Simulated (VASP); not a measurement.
Here is the system:

```
V3Si
1.0
    4.69251     0.00000     0.00000
    0.00000     4.69251     0.00000
    0.00000     0.00000     4.69251
V Si
6 2
Direct
  0.25000   0.00000   0.50000
  0.50000   0.25000   0.00000
  0.50000   0.75000   0.00000
  0.75000   0.00000   0.50000
  0.00000   0.50000   0.75000
  0.00000   0.50000   0.25000
  0.50000   0.50000   0.50000
  0.00000   0.00000   0.00000
```

Method: PBE GGA, VASP's PBE PAW potentials (set 64) (plane waves; VASP 6.6.1). Numerical set-up: 400 eV cut-off, Gaussian smearing of 0.050 eV, potentials V_sv Si.

Problem. Give the energies of bands 36 to 49 at the high-symmetry points, in eV from the Fermi level.

Solution. 
```json
[
 {"band": "36", "Γ": "-1.90", "X": "-1.58", "M": "-1.53", "R": "-1.16"},
 {"band": "37", "Γ": "-1.90", "X": "-0.97", "M": "-1.42", "R": "-1.16"},
 {"band": "38", "Γ": "-1.79", "X": "-0.97", "M": "-0.71", "R": "-1.16"},
 {"band": "39", "Γ": "-0.91", "X": "-0.80", "M": "-0.07", "R": "-0.04"},
 {"band": "40", "Γ": "-0.59", "X": "-0.80", "M": "-0.07", "R": "-0.04"},
 {"band": "41", "Γ": "-0.59", "X": "-0.67", "M": "0.03", "R": "-0.04"},
 {"band": "42", "Γ": "-0.59", "X": "-0.67", "M": "0.39", "R": "-0.04"},
 {"band": "43", "Γ": "0.00", "X": "-0.42", "M": "0.39", "R": "0.07"},
 {"band": "44", "Γ": "0.00", "X": "-0.42", "M": "0.45", "R": "0.07"},
 {"band": "45", "Γ": "2.03", "X": "1.26", "M": "0.45", "R": "0.07"},
 {"band": "46", "Γ": "2.03", "X": "1.26", "M": "0.49", "R": "0.07"},
 {"band": "47", "Γ": "2.03", "X": "1.88", "M": "0.71", "R": "0.07"},
 {"band": "48", "Γ": "2.69", "X": "1.88", "M": "1.05", "R": "0.07"},
 {"band": "49", "Γ": "2.69", "X": "2.22", "M": "1.05", "R": "2.08"}
]
```

It has no gap at this level: it comes out as a metal or semimetal.

The compound is V3Si in the A15 structure. It was relaxed first. The run is not spin-polarised, so no magnetic state was tried.
